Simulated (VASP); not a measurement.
Here is the system:

```yaml
crystal:
  lattice:
    - [0.00000, 2.91952, 2.91952]
    - [2.91952, 0.00000, 2.91952]
    - [11.75822, 11.75822, -0.08014]
  atoms:
    - { symbol: Zn, position: [0.98730, 0.98730, 0.00952] }
    - { symbol: Zn, position: [0.01063, 0.01063, 0.24203] }
    - { symbol: Se, position: [0.24969, 0.24969, 0.06274] }
    - { symbol: Se, position: [0.27213, 0.27213, 0.29590] }
    - { symbol: Se, position: [0.24770, 0.24770, 0.56423] }
    - { symbol: Se, position: [0.22543, 0.22543, 0.83093] }
    - { symbol: Cd, position: [0.01528, 0.01528, 0.48854] }
    - { symbol: Cd, position: [0.99185, 0.99185, 0.75611] }
```

Method: PBEsol GGA, VASP's PBE PAW potentials (set 64) (plane waves; VASP 6.6.1). Numerical set-up: 400 eV cut-off, 7×7×2 Γ-centred mesh, tetrahedra with Blöchl corrections, potentials Zn Se Cd.

The cores are frozen, which limits the accuracy of field gradients.

Task: Give the principal components of the electric field gradient (V/Å²) and the asymmetry η at each nucleus.

Result: 
| atom | Vxx | Vyy | Vzz | η |
|---|---|---|---|---|
| Zn1 | 2.5 | 2.5 | -4.9 | 0.00 |
| Zn2 | 4.9 | 4.9 | -9.8 | 0.00 |
| Se3 | 18.0 | 18.0 | -36.0 | 0.00 |
| Se4 | 11.7 | 11.7 | -23.5 | 0.00 |
| Se5 | -29.5 | -29.5 | 59.0 | 0.00 |
| Se6 | -23.2 | -23.2 | 46.4 | 0.00 |
| Cd7 | 3.4 | 3.4 | -6.9 | 0.00 |
| Cd8 | -0.9 | -0.9 | 1.8 | 0.00 |

The structure was generated: Cd2Zn2Se4 was put into an ordered model structure (R3m), which need not be its known phase. It was relaxed first.
